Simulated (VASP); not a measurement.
An input for Quantum ESPRESSO's pw.x (written as the equivalent of a VASP run, and not itself run):

```
&CONTROL
  calculation = 'scf'
  pseudo_dir = './pseudo'
  outdir = './out'
  tprnfor = .true.
  tstress = .true.
/
&SYSTEM
  ibrav = 0
  nat = 2
  ntyp = 2
  ecutwfc = 84
  occupations = 'tetrahedra'
  input_dft = 'vdw-df2-b86r'
/
&ELECTRONS
  conv_thr = 7.3e-09
  electron_maxstep = 100
/
ATOMIC_SPECIES
  Sr 87.620 Sr.upf
  O 15.999 O.upf
CELL_PARAMETERS angstrom
    -0.0000000    2.5822831    2.5822831
     2.5822831    0.0000000    2.5822831
     2.5822831    2.5822831   -0.0000000
ATOMIC_POSITIONS crystal
  Sr   0.0000000  0.0000000  0.0000000
  O    0.5000000  0.5000000  0.5000000
K_POINTS automatic
  10 10 10 0 0 0
```

Q: Translate this input to VASP (INCAR, KPOINTS, POSCAR, choice of POTCAR).

A: This is not unique; one that fits is 
### POSCAR
```
SrO
1.0
  0.0000000000   2.5822831348   2.5822831348
  2.5822831348   0.0000000000   2.5822831348
  2.5822831348   2.5822831348   0.0000000000
Sr O
1 1
Direct
  0.0000000000   0.0000000000   0.0000000000
  0.5000000000   0.5000000000   0.5000000000
```

**KPOINTS**
```
Automatic mesh
0
Gamma
10 10 10
0 0 0
```

**INCAR**
```
AGGAC = 0.0
ALGO = Normal
EDIFF = 1E-7
ENCUT = 520
GGA = MK
ISIF = 2
ISMEAR = -5
LASPH = .TRUE.
LCHARG = .TRUE.
LMAXMIX = 4
LORBIT = 11
LREAL = .FALSE.
LUSE_VDW = .TRUE.
LWAVE = .FALSE.
NEDOS = 601
NELM = 100
PARAM1 = 0.1234568
PARAM2 = 0.7114
PREC = Accurate
SYSTEM = SrO
ZAB_VDW = -1.8867
```

POTCAR, in this order: Sr_sv O (PBE.64 set). Program: vasp_std.

What does not carry over: the potentials are each code's own (VASP's PAW set, PseudoDojo norm-conserving files in pw.x), so ENCUT and ecutwfc are chosen apart and not converted; conv_thr bounds pw.x's estimated SCF error, while EDIFF bounds the energy change between steps.

The compound is SrO in the rock salt structure. It was relaxed first.
